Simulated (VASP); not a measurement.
A convergence study with VASP on Te (trig): a few settings are varied, all else stays as given below, so the limit is that of these other settings.

```
CELL_PARAMETERS angstrom
      2.23000    -3.86247     0.00000
      2.23000     3.86247     0.00000
      0.00000     0.00000     5.93000
ATOMIC_POSITIONS crystal
  Te 0.00000 0.26300 0.66667
  Te 0.73700 0.73700 0.00000
  Te 0.26300 0.00000 0.33333
```

Computed with PBE GGA, VASP's PBE PAW potentials (set 64) (plane waves; VASP 6.6.1). The last row used: 550 eV cut-off, 13×13×7 Γ-centred mesh, second-order Methfessel-Paxton smearing of 0.40 eV, potentials Te.

```tsv
setting	E (eV/atom)	pressure (GPa)	largest force (eV/Å)	irreducible k-points
ISMEAR = -1, SIGMA = 0.01, 3×3×2 mesh	-3.0795	2.36	0.095	6
ISMEAR = -1, SIGMA = 0.1, 3×3×2 mesh	-3.0805	2.34	0.085	6
ISMEAR = 0, SIGMA = 0.01, 3×3×2 mesh	-3.0795	2.36	0.095	6
ISMEAR = 0, SIGMA = 0.2, 3×3×2 mesh	-3.0798	2.35	0.082	6
ISMEAR = 1, SIGMA = 0.05, 3×3×2 mesh	-3.0793	2.36	0.095	6
ISMEAR = 1, SIGMA = 0.2, 3×3×2 mesh	-3.0786	2.35	0.085	6
ISMEAR = 2, SIGMA = 0.05, 3×3×2 mesh	-3.0793	2.36	0.095	6
ISMEAR = 2, SIGMA = 0.2, 3×3×2 mesh	-3.0785	2.35	0.090	6
ISMEAR = -1, SIGMA = 0.01, 7×7×4 mesh	-3.1346	1.97	0.317	28
ISMEAR = -1, SIGMA = 0.2, 7×7×4 mesh	-3.1276	2.04	0.357	28
ISMEAR = 0, SIGMA = 0.01, 7×7×4 mesh	-3.1346	1.97	0.317	28
ISMEAR = 0, SIGMA = 0.4, 7×7×4 mesh	…	1.99	…	28
ISMEAR = 1, SIGMA = 0.05, 7×7×4 mesh	-3.1345	1.97	0.317	28
ISMEAR = 1, SIGMA = 0.4, 7×7×4 mesh	…	1.96	…	28
ISMEAR = 2, SIGMA = 0.05, 7×7×4 mesh	-3.1345	1.97	0.317	28
ISMEAR = 2, SIGMA = 0.4, 7×7×4 mesh	-3.1346	1.97	0.319	28
ISMEAR = -1, SIGMA = 0.05, 13×13×7 mesh	-3.1343	1.97	0.325	126
ISMEAR = -1, SIGMA = 0.2, 13×13×7 mesh	-3.1274	2.04	0.364	126
ISMEAR = 0, SIGMA = 0.1, 13×13×7 mesh	-3.1343	1.97	0.325	126
ISMEAR = 0, SIGMA = 0.4, 13×13×7 mesh	-3.1319	1.99	0.339	126
ISMEAR = 1, SIGMA = 0.1, 13×13×7 mesh	-3.1343	1.97	0.325	126
ISMEAR = 1, SIGMA = 0.4, 13×13×7 mesh	-3.1340	1.96	0.314	126
ISMEAR = 2, SIGMA = 0.1, 13×13×7 mesh	-3.1343	1.97	0.325	126
ISMEAR = 2, SIGMA = 0.4, 13×13×7 mesh	-3.1342	1.97	0.327	126
```

### Question
Some entries are withheld; supply them.

### Answer

- ISMEAR = 0, SIGMA = 0.4, 7×7×4 mesh, E (eV/atom): -3.1322
- ISMEAR = 0, SIGMA = 0.4, 7×7×4 mesh, largest force (eV/Å): 0.331
- ISMEAR = 1, SIGMA = 0.4, 7×7×4 mesh, E (eV/atom): -3.1338
- ISMEAR = 1, SIGMA = 0.4, 7×7×4 mesh, largest force (eV/Å): 0.308

Left out are rungs that failed or repeat a setting and relaxations that didn't move; long series are thinned to 24 rows.

The compound is Te in the trig structure. The cell was not relaxed at this level, forces remain on its atoms.
